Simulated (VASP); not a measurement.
Crystal: PmO.

```
CELL_PARAMETERS angstrom
3.15591 0.00000 0.00000
-1.57796 2.73310 0.00000
0.00000 0.00000 3.08001
ATOMIC_POSITIONS crystal
Pm 0.00000 0.00000 0.00000
O 0.66667 0.33333 0.50000
```

The cell comes from a database or a generator and needn't be the stable form of this composition.

Base run:

```yaml
Program: VASP 6.6.1
Functional: r2SCAN
Potentials_or_basis: VASP PAW PBE potentials, release 64 (Pm, O)
Cutoff: 520 eV
k_mesh: 7 × 7 × 6
Occupations: gaussian, width 0.05 eV
Spin: no spin polarisation
Hubbard_terms: Pm f U = 3 eV
```

Its results: band gap on the k mesh none (metal or under the smearing width); pressure 27.7 GPa.

**Question.** The run is repeated on the same cell with these changes: spin from no spin polarisation to collinear spin, random start; further incar settings from ALGO = Normal; EDIFF = 1e-07; NBANDS = 18 to ALGO = Normal; EDIFF = 1e-06; NBANDS = 22. What comes out?

**Answer.** Band gap on the k mesh none (metal or under the smearing width); pressure 37.6 GPa; net moment -4.91 μB per cell; site moments Pm -4.64; O +0.06 μB.

Caveats: the PAW data sets were made with another functional, which shifts forces and pressure a little; an odd number of electrons without spin polarisation forces a metal (some runs); a magnetic or distorted state may lie lower (some runs); U without spin polarisation on a metal has little footing (some runs); the magnetic or orbital state may not be the lowest (some runs); a pressure of tens of GPa on the cell as given is suspect, and the run, the potentials or the cell itself is likely at fault (some runs); spin-orbit coupling is left out, which moves the levels of the heavy elements (some runs).
